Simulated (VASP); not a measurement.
Computed with PBE GGA, VASP's PBE PAW potentials (set 64) (plane waves; VASP).

Input for VASP

### INCAR
```
! general
SYSTEM   =  MgI2
PREC     =  Accurate
ENCUT    =  300
LREAL    =  .FALSE.   ! projection in real space or not
LASPH    =  .TRUE.   ! aspherical one-centre terms

! electronic loop
EDIFF    =  1E-6   ! SCF stop (eV)
NELM     =  100   ! most electronic steps
ALGO     =  Normal   ! blocked Davidson
LMAXMIX  =  4   ! l cut-off of mixed one-centre charges

! smearing
ISMEAR   =  -1   ! Fermi-Dirac
SIGMA    =  0.01   ! width (eV)

! functional
GGA      =  PE   ! PBE

! ions
ISIF     =  2   ! forces and stress, cell fixed

! output
LWAVE    =  .FALSE.
LCHARG   =  .FALSE.
```

**KPOINTS**
```
Automatic mesh
0
G
5 5 3
0 0 0
```

### POSCAR
```
MgI2
1
    2.0816400000    -3.6055060000     0.0000000000
    2.0816400000     3.6055060000     0.0000000000
    0.0000000000     0.0000000000     6.8819520000
Mg I
1 2
Direct
  0.0000000000   0.0000000000   0.0000000000
  0.3333330000   0.6666670000   0.2420000000
  0.6666670000   0.3333330000   0.7580000000
```

POTCAR, in this order: Mg I (PBE.64 set). Program: vasp_std.

Output

File OUTCAR:
```
 ion  position               nearest neighbor table
   1  0.000  0.000  0.000-   2 2.92   3 2.92   3 2.92   2 2.92   3 2.92   2 2.92
   2  0.333  0.667  0.242-   1 2.92   1 2.92   1 2.92
   3  0.667  0.333  0.758-   1 2.92   1 2.92   1 2.92
  LATTYP: Found a hexagonal cell.
 ALAT       =     4.1632797895
 C/A-ratio  =     1.6530121318
 Subroutine PRICEL returns:
 Original cell was already a primitive cell.
 Subroutine GETGRP returns: Found 12 space group operations
The static configuration has the point symmetry D_3d.
The dynamic configuration has the point symmetry D_3d.
 Subroutine INISYM returns: Found 12 space group operations
 Subroutine IBZKPT returns following result:
 Found     12 irreducible k-points:

 Following reciprocal coordinates:
            Coordinates               Weight
  0.000000  0.000000  0.000000      1.000000
  0.200000  0.000000  0.000000      6.000000
  0.400000  0.000000  0.000000      6.000000
  0.200000  0.200000  0.000000      6.000000
  0.400000  0.200000  0.000000      6.000000
  0.000000  0.000000  0.333333      2.000000
  0.200000  0.000000  0.333333      6.000000
  0.000000  0.200000  0.333333      6.000000
  0.400000  0.000000  0.333333      6.000000
  0.000000  0.400000  0.333333      6.000000
  0.200000  0.200000  0.333333     12.000000
  0.400000  0.200000  0.333333     12.000000
   k-points           NKPTS =     12   k-points in BZ     NKDIM =     12   number of bands    NBANDS=     12
   number of dos      NEDOS =    301   number of ions     NIONS =      3
   total plane-waves  NPLWV =  23040
   dimension x,y,z NGX =    24 NGY =   24 NGZ =   40
   dimension x,y,z NGXF=    48 NGYF=   48 NGZF=   80
   ions per type =               1   2
   PREC   = accura    normal or accurate (medium, high low for compatibility)
   ISTART =      0    job   : 0-new  1-cont  2-samecut
   ICHARG =      2    charge: 1-file 2-atom 10-const
   ISPIN  =      1    spin polarized calculation?
...
```

OSZICAR:
```
       N       E                     dE             d eps       ncg     rms          rms(c)
DAV:   1     0.619685115427E+02    0.61969E+02   -0.42450E+03   288   0.660E+02
DAV:   2    -0.346897861420E+01   -0.65437E+02   -0.60434E+02   396   0.129E+02
DAV:   3    -0.777192604077E+01   -0.43029E+01   -0.42859E+01   368   0.400E+01
DAV:   4    -0.784900370602E+01   -0.77078E-01   -0.77071E-01   416   0.684E+00
DAV:   5    -0.784980171805E+01   -0.79801E-03   -0.79800E-03   356   0.625E-01    0.398E+00
DAV:   6    -0.772213545254E+01    0.12767E+00   -0.15177E-01   304   0.213E+00    0.275E+00
DAV:   7    -0.769812241243E+01    0.24013E-01   -0.14445E-01   328   0.213E+00    0.753E-01
DAV:   8    -0.769639634470E+01    0.17261E-02   -0.98056E-03   328   0.606E-01    0.237E-01
DAV:   9    -0.769654588922E+01   -0.14954E-03   -0.96013E-04   352   0.223E-01    0.912E-02
DAV:  10    -0.769653483428E+01    0.11055E-04   -0.26411E-05   344   0.434E-02    0.426E-02
DAV:  11    -0.769654139936E+01   -0.65651E-05   -0.17770E-05   320   0.307E-02    0.301E-02
DAV:  12    -0.769654194136E+01   -0.54200E-06   -0.10853E-06   244   0.682E-03
   1 F= -.76965419E+01 E0= -.76965419E+01  d E =-.470037E-11
```

OUTCAR:
```
------------------------ aborting loop because EDIFF is reached ----------------------------------------
  FORCE on cell =-STRESS in cart. coord.  units (eV):
  Direction    XX          YY          ZZ          XY          YZ          ZX
  --------------------------------------------------------------------------------------
  Total        0.6066117      0.6066116      0.7584499      0.0000000     -0.0000000      0.0000000
  in kB        9.4082286      9.4082274     11.7631605      0.0000000     -0.0000000      0.0000000
  external PRESSURE =      10.1932055 kB  Pullay stress =       0.0000000 kB
  volume of cell :      103.30
      direct lattice vectors                 reciprocal lattice vectors
     2.081640000 -3.605506000  0.000000000     0.240195231 -0.138676790  0.000000000
     2.081640000  3.605506000  0.000000000     0.240195231  0.138676790  0.000000000
     0.000000000  0.000000000  6.881952000     0.000000000  0.000000000  0.145307610
 POSITION                                       TOTAL-FORCE (eV/Angst)
 -----------------------------------------------------------------------------------
      0.00000      0.00000      0.00000        -0.000000     -0.000000     -0.000000
      2.08164      1.20184      1.66543        -0.000000      0.000000      0.004282
      2.08164     -1.20184      5.21652         0.000000      0.000000     -0.004282
 -----------------------------------------------------------------------------------
    total drift:                               -0.000000      0.000000      0.000000
  FREE ENERGIE OF THE ION-ELECTRON SYSTEM (eV)
  ---------------------------------------------------
  free  energy   TOTEN  =        -7.6965419414 eV

  energy  without entropy=       -7.6965419414  energy(sigma->0) =       -7.69654194
```
(Selected blocks of OUTCAR.)

The structure is a typed MgI2 crystal (P-3m1). The cell was not relaxed at this level.
